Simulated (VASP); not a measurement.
Level of theory: PBE GGA, VASP's PBE PAW potentials (set 64) (plane waves; VASP).

Input for VASP

INCAR:
```
SYSTEM = C
PREC = Accurate; ENCUT = 520; LREAL = .False.
LASPH = .True.
EDIFF = 1E-6; NELM = 100; ALGO = Normal
ISMEAR = 0; SIGMA = 0.05
GGA = PE
IBRION = 2; NSW = 40; ISIF = 2
EDIFFG = -0.01
LWAVE = .False.; LCHARG = .False.
```

### POSCAR
```
C
1
    0.0000000000     1.8191700000     1.8191700000
    1.8191700000     0.0000000000     1.8191700000
    1.8191700000     1.8191700000     0.0000000000
C
2
Direct
 -0.0192395433   0.0192395433   0.0467246052
  0.2500000000   0.2500000000   0.2500000000
```

### KPOINTS
```
K-points
0
gamma
9 9 9
0 0 0
```

POTCAR, in this order: C (PBE.64 set). Program: vasp_std.

What will the output report for the number of irreducible k-points (NKPTS), number of bands (NBANDS), largest plane-wave count, number of space-group operations, FFT grid (NGX, NGY, NGZ)?

* **number of irreducible k-points (NKPTS)**: 365
* **number of bands (NBANDS)**: 8
* **largest plane-wave count**: 332
* **number of space-group operations**: 2
* **FFT grid (NGX, NGY, NGZ)**: 20 × 20 × 20

The compound is C in the diamond structure. In the starting cell atoms are displaced from their ideal sites. This run relaxes the ions in a fixed cell. Symmetry was kept, so distortions that lower it aren't found.
